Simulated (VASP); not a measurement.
# A VASP study of Ta (r2SCAN): structure first, properties next, part 3 of 4

Aim: relax Ta, then compute properties on the relaxed cell. The start is a cell from a database of measured crystal structures.

VASP 6.6.1; r2SCAN; plane waves and PAW (Ta_pv).

Still holding for the runs below: This run has no spin polarisation. Its electron count is odd, so without a moment it is a metal by construction. The k-mesh is coarse for a metal.

So far. Step 5 (Total and projected DOS (r2SCAN)): The finer mesh and the other smearing move the Fermi level by -0.05 eV from the 8×8×8 run, one measure of the sampling error in the zero of the bands above. Of the states within 0.3 eV of the Fermi level, the largest shares in the PAW spheres are Ta d 56 % and Ta p 9 %. The rest lies in smaller channels or between the spheres. Step 6 (Volume scan with r2SCAN): The pressure here is 14.81 GPa.

### Step 7. Volume scan with r2SCAN (run 2)

INCAR reads:

```
SYSTEM = Ta
PREC = Accurate
ENCUT = 400
EDIFF = 1E-06
NELM = 100
ISMEAR = 1
SIGMA = 0.2
LREAL = .FALSE.
ALGO = Normal
METAGGA = R2SCAN
LASPH = .TRUE.
NBANDS = 11
LORBIT = 11
LWAVE = .FALSE.
LCHARG = .FALSE.
KPAR = 2
ISIF = 2
```

POSCAR reads:

```
Ta
1.0
   -1.6248806178      1.6248806178      1.6248806178
    1.6248806178     -1.6248806178      1.6248806178
    1.6248806178      1.6248806178     -1.6248806178
Ta
1
Direct
    0.0000000000      0.0000000000      0.0000000000
```

KPOINTS reads:

```
Automatic mesh
0
Gamma
8 8 8
0 0 0
```

Potentials, in the order of the species: Ta_pv (PBE family, release 64).

Started as:

```console
$ mpirun -np 2 vasp_std
```

The program printed:

```text
[... set-up lines as in an earlier step ...]
 entering main loop
       N       E                     dE             d eps       ncg     rms          rms(c)
DAV:   1     0.106049868027E+02    0.10605E+02   -0.56013E+03   638   0.825E+02
DAV:   2    -0.510576782624E+02   -0.61663E+02   -0.60074E+02   703   0.231E+02
DAV:   3    -0.518376700619E+02   -0.77999E+00   -0.77468E+00   765   0.263E+01
DAV:   4    -0.518398704340E+02   -0.22004E-02   -0.22003E-02   734   0.149E+00
DAV:   5    -0.518398787048E+02   -0.82708E-05   -0.82711E-05   707   0.782E-02    0.157E+01
DAV:   6    -0.486033955147E+02    0.32365E+01   -0.91558E-01   653   0.117E+01    0.681E+00
DAV:   7    -0.485689297744E+02    0.34466E-01   -0.14453E-01   716   0.440E+00    0.126E+00
DAV:   8    -0.485727108338E+02   -0.37811E-02   -0.11644E-02   696   0.118E+00    0.416E-01
DAV:   9    -0.485728613310E+02   -0.15050E-03   -0.33625E-03   692   0.590E-01    0.112E-01
DAV:  10    -0.485727879290E+02    0.73402E-04   -0.14137E-04   701   0.135E-01    0.214E-02
DAV:  11    -0.485727805646E+02    0.73644E-05   -0.44144E-06   720   0.232E-02    0.255E-03
DAV:  12    -0.485727809691E+02   -0.40449E-06   -0.11827E-07   340   0.345E-03
   1 F= -.48572781E+02 E0= -.48573465E+02  d E =0.205073E-02
```

Wall time 21 s (2 MPI ranks of AMD EPYC 7R43, shared host); peak memory 0.17 GiB.

Parts of OUTCAR (step 7):

```text
   ENCUT  =  400.0 eV  29.40 Ry    5.42 a.u.   4.59  4.59  4.59*2*pi/ulx,y,z

   NELECT =      11.0000    total number of electrons

 E-fermi :   5.7246

 k-point     1 :       0.0000    0.0000    0.0000
  band No.  band energies     occupation
      1     -28.2668      2.00000
      2     -28.2668      2.00000
      3     -28.2668      2.00000
      4      -2.7880      2.00000
      5       6.5713     -0.00000
      6       6.5713     -0.00000
      7       6.5714     -0.00000
      8      10.2353      0.00000
      9      10.2353      0.00000
    ...

  Total        0.9951081      0.9951081      0.9951081     -0.0000000     -0.0000000      0.0000000
  in kB       92.9087187     92.9087187     92.9087187     -0.0000000     -0.0000000      0.0000000
  external PRESSURE =      92.9087187 kB  Pullay stress =       0.0000000 kB

  FREE ENERGIE OF THE ION-ELECTRON SYSTEM (eV)
  ---------------------------------------------------
  free  energy   TOTEN  =       -48.5727809691 eV

  energy  without entropy=      -48.5748317029  energy(sigma->0) =      -48.57346455

[... 6 parts as in an earlier step ...]

[... 11 further parts left out ...]
```

Numbers from this step:

* free energy (TOTEN): -48.57 eV
* energy at zero smearing: -48.57 eV
* Fermi energy: 5.725 eV
* pressure: 9.291 GPa

The pressure falls from 14.81 to 9.29 GPa.

The run ends at a pressure of 9.29 GPa.

### Step 8. Volume scan with r2SCAN (run 3)

INCAR is that of step 7.

POSCAR reads:

```
Ta
1.0
   -1.6360870452      1.6360870452      1.6360870452
    1.6360870452     -1.6360870452      1.6360870452
    1.6360870452      1.6360870452     -1.6360870452
Ta
1
Direct
    0.0000000000      0.0000000000      0.0000000000
```

KPOINTS is that of step 7.

Started as:

```console
$ mpirun -np 2 vasp_std
```

The program printed:

```text
[... set-up lines as in an earlier step ...]
 entering main loop
       N       E                     dE             d eps       ncg     rms          rms(c)
DAV:   1     0.967969057751E+01    0.96797E+01   -0.55469E+03   641   0.819E+02
DAV:   2    -0.509810798364E+02   -0.60661E+02   -0.58699E+02   699   0.227E+02
DAV:   3    -0.518731457102E+02   -0.89207E+00   -0.87565E+00   765   0.265E+01
DAV:   4    -0.518760905933E+02   -0.29449E-02   -0.29440E-02   709   0.151E+00
[...]
DAV:  10    -0.485881956393E+02    0.73407E-04   -0.15219E-04   713   0.139E-01    0.217E-02
DAV:  11    -0.485881887834E+02    0.68560E-05   -0.30380E-06   732   0.187E-02    0.258E-03
DAV:  12    -0.485881892804E+02   -0.49703E-06   -0.14479E-07   370   0.360E-03
   1 F= -.48588189E+02 E0= -.48588618E+02  d E =0.128680E-02
```

Run time: 22 s. Hardware: 2 MPI ranks; peak memory 0.15 GiB.

From OUTCAR (step 8):

```text
  Total        0.4771946      0.4771946      0.4771946      0.0000000      0.0000000      0.0000000
  in kB       43.6442392     43.6442392     43.6442392      0.0000000      0.0000000      0.0000000
  external PRESSURE =      43.6442392 kB  Pullay stress =       0.0000000 kB

 POSITION                                       TOTAL-FORCE (eV/Angst)
 -----------------------------------------------------------------------------------
      0.00000      0.00000      0.00000         0.000000      0.000000      0.000000
 -----------------------------------------------------------------------------------
    total drift:                                0.000000      0.000000      0.000000

  FREE ENERGIE OF THE ION-ELECTRON SYSTEM (eV)
  ---------------------------------------------------
  free  energy   TOTEN  =       -48.5881892804 eV

  energy  without entropy=      -48.5894760759  energy(sigma->0) =      -48.58861821

[... 1 part as in an earlier step ...]

[... 2 further parts left out ...]
[key lines of the parts left out:]
E-fermi :   5.5720
```

The pressure falls from 9.29 to 4.36 GPa.

The run ends at a pressure of 4.36 GPa.

### Step 9. Volume scan with r2SCAN (run 4)

INCAR is that of step 8.

POSCAR reads:

```
Ta
1.0
   -1.6471420227      1.6471420227      1.6471420227
    1.6471420227     -1.6471420227      1.6471420227
    1.6471420227      1.6471420227     -1.6471420227
Ta
1
Direct
    0.0000000000      0.0000000000      0.0000000000
```

KPOINTS is that of step 8.

Started as:

```console
$ mpirun -np 2 vasp_std
```

The program printed:

```text
[... set-up lines as in an earlier step ...]
 entering main loop
       N       E                     dE             d eps       ncg     rms          rms(c)
DAV:   1     0.998611445013E+01    0.99861E+01   -0.55591E+03   646   0.810E+02
DAV:   2    -0.510049767421E+02   -0.60991E+02   -0.59369E+02   721   0.222E+02
DAV:   3    -0.518995610369E+02   -0.89458E+00   -0.88591E+00   777   0.266E+01
DAV:   4    -0.519020200141E+02   -0.24590E-02   -0.24586E-02   733   0.142E+00
[...]
DAV:  10    -0.485931960967E+02    0.62145E-04   -0.16764E-04   707   0.146E-01    0.259E-02
DAV:  11    -0.485931918468E+02    0.42499E-05   -0.16368E-06   700   0.127E-02    0.269E-03
DAV:  12    -0.485931920799E+02   -0.23311E-06   -0.15818E-07   379   0.320E-03
   1 F= -.48593192E+02 E0= -.48593384E+02  d E =0.575479E-03
```

It took 32 s on 2 MPI ranks; peak memory 0.17 GiB.

Parts of OUTCAR (step 9):

```text
  Total       -0.0030871     -0.0030871     -0.0030871      0.0000000      0.0000000     -0.0000000
  in kB       -0.2767019     -0.2767019     -0.2767019      0.0000000      0.0000000     -0.0000000
  external PRESSURE =      -0.2767019 kB  Pullay stress =       0.0000000 kB

  FREE ENERGIE OF THE ION-ELECTRON SYSTEM (eV)
  ---------------------------------------------------
  free  energy   TOTEN  =       -48.5931920799 eV

  energy  without entropy=      -48.5937675586  energy(sigma->0) =      -48.59338391

[... 3 parts as in an earlier step ...]

[... 1 further part left out ...]
[key lines of the parts left out:]
E-fermi :   5.4213
```

The pressure falls from 4.36 to -0.03 GPa.

The run ends at a pressure of -0.03 GPa.

### Step 10. Volume scan with r2SCAN (run 5)

INCAR is that of step 9.

POSCAR reads:

```
Ta
1.0
   -1.6580505659      1.6580505659      1.6580505659
    1.6580505659     -1.6580505659      1.6580505659
    1.6580505659      1.6580505659     -1.6580505659
Ta
1
Direct
    0.0000000000      0.0000000000      0.0000000000
```

KPOINTS is that of step 9.

Started as:

```console
$ mpirun -np 2 vasp_std
```

The program printed:

```text
[... set-up lines as in an earlier step ...]
 entering main loop
       N       E                     dE             d eps       ncg     rms          rms(c)
DAV:   1     0.103247857683E+02    0.10325E+02   -0.54798E+03   654   0.814E+02
DAV:   2    -0.509998941433E+02   -0.61325E+02   -0.59177E+02   708   0.230E+02
DAV:   3    -0.519151053136E+02   -0.91521E+00   -0.89360E+00   759   0.272E+01
DAV:   4    -0.519187990542E+02   -0.36937E-02   -0.36929E-02   706   0.175E+00
[...]
DAV:  10    -0.485889281202E+02    0.80902E-04   -0.24139E-04   707   0.172E-01    0.320E-02
DAV:  11    -0.485889219060E+02    0.62142E-05   -0.21976E-06   701   0.141E-02    0.270E-03
DAV:  12    -0.485889223959E+02   -0.48986E-06   -0.19481E-07   379   0.354E-03
   1 F= -.48588922E+02 E0= -.48588875E+02  d E =-.141555E-03
```

It took 31 s on 2 MPI ranks; peak memory 0.18 GiB.

Parts of OUTCAR (step 10):

```text
  Total       -0.4474772     -0.4474772     -0.4474772      0.0000000     -0.0000000      0.0000000
  in kB      -39.3213266    -39.3213266    -39.3213266      0.0000000     -0.0000000      0.0000000
  external PRESSURE =     -39.3213266 kB  Pullay stress =       0.0000000 kB

 POSITION                                       TOTAL-FORCE (eV/Angst)
 -----------------------------------------------------------------------------------
      0.00000      0.00000      0.00000         0.000000      0.000000     -0.000000
 -----------------------------------------------------------------------------------
    total drift:                               -0.000000     -0.000000      0.000000

  FREE ENERGIE OF THE ION-ELECTRON SYSTEM (eV)
  ---------------------------------------------------
  free  energy   TOTEN  =       -48.5889223959 eV

  energy  without entropy=      -48.5887808406  energy(sigma->0) =      -48.58887521

[... 1 part as in an earlier step ...]

[... 2 further parts left out ...]
[key lines of the parts left out:]
E-fermi :   5.2729
```

The pressure falls from -0.03 to -3.93 GPa.

The run ends at a pressure of -3.93 GPa.

### Step 11. Volume scan with r2SCAN (run 6)

INCAR is that of step 10.

POSCAR reads:

```
Ta
1.0
   -1.6688174297      1.6688174297      1.6688174297
    1.6688174297     -1.6688174297      1.6688174297
    1.6688174297      1.6688174297     -1.6688174297
Ta
1
Direct
    0.0000000000      0.0000000000      0.0000000000
```

KPOINTS is that of step 10.

Started as:

```console
$ mpirun -np 2 vasp_std
```

The program printed:

```text
[... set-up lines as in an earlier step ...]
 entering main loop
       N       E                     dE             d eps       ncg     rms          rms(c)
DAV:   1     0.859309462891E+01    0.85931E+01   -0.57124E+03   646   0.820E+02
DAV:   2    -0.510898887369E+02   -0.59683E+02   -0.58545E+02   708   0.221E+02
DAV:   3    -0.519251456034E+02   -0.83526E+00   -0.81877E+00   775   0.263E+01
DAV:   4    -0.519277735665E+02   -0.26280E-02   -0.26277E-02   720   0.160E+00
[...]
DAV:  10    -0.485764749395E+02    0.86583E-04   -0.23335E-04   704   0.168E-01    0.318E-02
DAV:  11    -0.485764669171E+02    0.80224E-05   -0.19844E-06   729   0.129E-02    0.266E-03
DAV:  12    -0.485764677883E+02   -0.87124E-06   -0.39916E-07   379   0.561E-03
   1 F= -.48576468E+02 E0= -.48576103E+02  d E =-.109531E-02
```

It took 32 s on 2 MPI ranks; peak memory 0.18 GiB.

From OUTCAR (step 11):

```text
  Total       -0.8573621     -0.8573621     -0.8573621     -0.0000000      0.0000000      0.0000000
  in kB      -73.8904612    -73.8904612    -73.8904612     -0.0000000      0.0000000      0.0000000
  external PRESSURE =     -73.8904612 kB  Pullay stress =       0.0000000 kB

  FREE ENERGIE OF THE ION-ELECTRON SYSTEM (eV)
  ---------------------------------------------------
  free  energy   TOTEN  =       -48.5764677883 eV

  energy  without entropy=      -48.5753724757  energy(sigma->0) =      -48.57610268

[... 2 parts as in an earlier step ...]

[... 2 further parts left out ...]
[key lines of the parts left out:]
E-fermi :   5.1264
```

The pressure falls from -3.93 to -7.39 GPa.

The run ends at a pressure of -7.39 GPa.

### Step 12. Volume scan with r2SCAN (run 7)

A prediction first. A parabola through the 6 pressures of evenly scaled cells so far, P = -0.04 -207.6 t +520 t² GPa with t = ln(V/V₁) and V₁ the volume at scale 1, gives -10.37 GPa at t = +0.0583.

INCAR is that of step 11.

POSCAR reads:

```
Ta
1.0
   -1.6794471267      1.6794471267      1.6794471267
    1.6794471267     -1.6794471267      1.6794471267
    1.6794471267      1.6794471267     -1.6794471267
Ta
1
Direct
    0.0000000000      0.0000000000      0.0000000000
```

KPOINTS is that of step 11.

Started as:

```console
$ mpirun -np 2 vasp_std
```

The program printed:

```text
[... set-up lines as in an earlier step ...]
 entering main loop
       N       E                     dE             d eps       ncg     rms          rms(c)
DAV:   1     0.117477006501E+02    0.11748E+02   -0.56478E+03   638   0.804E+02
DAV:   2    -0.510434215895E+02   -0.62791E+02   -0.61389E+02   732   0.231E+02
DAV:   3    -0.519265444400E+02   -0.88312E+00   -0.85814E+00   775   0.267E+01
DAV:   4    -0.519301010524E+02   -0.35566E-02   -0.35553E-02   741   0.156E+00
[...]
DAV:  10    -0.485567439519E+02    0.87641E-04   -0.36945E-04   719   0.210E-01    0.529E-02
DAV:  11    -0.485567336433E+02    0.10309E-04   -0.11161E-05   731   0.337E-02    0.400E-03
DAV:  12    -0.485567345980E+02   -0.95474E-06   -0.77330E-07   424   0.832E-03
   1 F= -.48556735E+02 E0= -.48555890E+02  d E =-.253393E-02
```

Run time: 24 s. Hardware: 2 MPI ranks; peak memory 0.18 GiB; 45 s of CPU time.

OUTCAR, selected parts (step 12):

```text
  Total       -1.2341490     -1.2341490     -1.2341490      0.0000000      0.0000000      0.0000000
  in kB     -104.3564200   -104.3564200   -104.3564200      0.0000000      0.0000000      0.0000000
  external PRESSURE =    -104.3564200 kB  Pullay stress =       0.0000000 kB

 POSITION                                       TOTAL-FORCE (eV/Angst)
 -----------------------------------------------------------------------------------
      0.00000      0.00000      0.00000        -0.000000     -0.000000     -0.000000
 -----------------------------------------------------------------------------------
    total drift:                               -0.000000     -0.000000      0.000000

  FREE ENERGIE OF THE ION-ELECTRON SYSTEM (eV)
  ---------------------------------------------------
  free  energy   TOTEN  =       -48.5567345980 eV

  energy  without entropy=      -48.5542006699  energy(sigma->0) =      -48.55588996

[... 1 part as in an earlier step ...]

[... 2 further parts left out ...]
[key lines of the parts left out:]
E-fermi :   4.9815
```

The pressure falls from -7.39 to -10.44 GPa. The parabola predicted -10.37 GPa, +0.07 GPa off.

### Step 13. Side by side

Times are for 2 MPI ranks of AMD EPYC 7R43, shared host. The series side by side:

```tsv
no.	volume scale	energy above the lowest point (meV/atom)	pressure (GPa)	time	memory (GiB)
1	0.94	46.72	14.81	18 s	0.16
2	0.96	19.92	9.291	21 s	0.17
3	0.98	4.77	4.364	22 s	0.15
4	1	0	-0.02767	32 s	0.17
5	1.02	4.51	-3.932	31 s	0.18
6	1.04	17.28	-7.389	32 s	0.18
7	1.06	37.49	-10.44	24 s	0.18
```

### Step 14. Fit for r2SCAN

This step: Birch-Murnaghan fit, r2SCAN; plane waves and PAW (VASP 6.6.1).

Derived from the runs above.

This step gave:

```yaml
pressure_derivative_of_the_bulk_modulus: 4.642
r_m_s_error_of_the_fit: 6.03e-6 eV/atom
minimum_inside_the_sampled_range: yes
bulk_modulus: 207.7 GPa
equilibrium_volume_of_the_fit: 17.87 Å³/atom
```

Energy above the fitted minimum against volume:

```tsv
volume (Å³/atom)	energy above the fitted minimum (eV/atom)
16.803	0.0467
17.160	0.0199
17.518	0.00477
17.875	3.7e-6
18.233	0.00451
18.590	0.0173
18.948	0.0375
```

The fitted volume lies -0.01 % from the relaxed one.

(Continued in part 4 of 4.)

[Lines on the potential files, build, host, timing and source positions are cut from VASP's logs without a mark.]

[Logs are printed without paths, hosts, clocks, repeated set-up lines and the standing remarks that a program may print on its own settings, such as how far it seeks lower states.]

[Hosts, paths, dates, database ids (printed as entryN), source tags and the programs' standing remarks are cut or masked in the printed files.]

[A measured line is paired with the nearest computed mode of its activity, which favours agreement.]
